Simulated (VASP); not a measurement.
An input for Quantum ESPRESSO's pw.x (written as the equivalent of a VASP run, and not itself run):

```
&CONTROL
  calculation = 'scf'
  pseudo_dir = './pseudo'
  outdir = './out'
  tprnfor = .true.
  tstress = .true.
/
&SYSTEM
  ibrav = 0
  nat = 6
  ntyp = 2
  ecutwfc = 96
  occupations = 'smearing'
  smearing = 'gaussian'
  degauss = 0.003675
  input_dft = 'pbe'
  nspin = 2
  starting_magnetization(2) = 0.3
/
&ELECTRONS
  conv_thr = 7.3e-08
  electron_maxstep = 100
/
ATOMIC_SPECIES
  Si 28.085 Si.upf
  Co 58.933 Co.upf
CELL_PARAMETERS angstrom
     0.0000000    3.8948060    4.0283220
     2.2613820    0.0000000    4.0283220
     2.2613820    3.8948060    0.0000000
ATOMIC_POSITIONS crystal
  Si   0.6635000  0.3365000  0.6635000
  Si   0.3365000  0.6635000  0.3365000
  Si   0.5865000  0.9135000  0.5865000
  Si   0.9135000  0.5865000  0.9135000
  Co   0.0000000  0.0000000  0.0000000
  Co   0.2500000  0.2500000  0.2500000
K_POINTS automatic
  8 8 8 0 0 0
```

Question: Write the VASP files for the same calculation (PBE).

Answer: Several could match; the one computed here: 
**INCAR**
```
! general
SYSTEM  = CoSi2
PREC    = Accurate
ENCUT   = 300
LREAL   = .False.   ! projection in real space or not
LASPH   = .True.   ! aspherical one-centre terms

! electronic loop
EDIFF   = 1E-6
NELM    = 100   ! most electronic steps
ALGO    = Normal
LMAXMIX = 4   ! l cut-off of mixed one-centre charges

! smearing
ISMEAR  = 0   ! Gaussian
SIGMA   = 0.05   ! width (eV)

! functional
GGA     = PE   ! PBE

! spin
ISPIN   = 2
MAGMOM  = 4*0.0 2*3.0

! ions
ISIF    = 2

! output
LWAVE   = .False.
LCHARG  = .False.
LORBIT  = 11   ! lm-projected
```

### KPOINTS
```
Regular mesh
0
gamma
8 8 8
0 0 0
```

POSCAR:
```
CoSi2
8.0566440
  0.0000000000   0.4834278392   0.5000000000
  0.2806853573   0.0000000000   0.5000000000
  0.2806853573   0.4834278392   0.0000000000
Si Co
4 2
direct
  0.6635000000   0.3365000000   0.6635000000
  0.3365000000   0.6635000000   0.3365000000
  0.5865000000   0.9135000000   0.5865000000
  0.9135000000   0.5865000000   0.9135000000
  0.0000000000   0.0000000000   0.0000000000
  0.2500000000   0.2500000000   0.2500000000
```

POTCAR, in this order: Si Co (PBE.64 set). Program: vasp_std.

What does not carry over: the potentials are each code's own (VASP's PAW set, PseudoDojo norm-conserving files in pw.x), so ENCUT and ecutwfc are chosen apart and not converted; conv_thr bounds pw.x's estimated SCF error, while EDIFF bounds the energy change between steps; starting_magnetization is a fraction of the valence charge and MAGMOM a moment in μB, so they match only roughly.

The structure was generated: CoSi2 was put into an ordered model structure, which need not be its known phase. The cell was not relaxed at this level. The run is one of a series of settings (KPOINTS 8×8×8 Γ-centred mesh against the base run), some of them coarse on purpose.
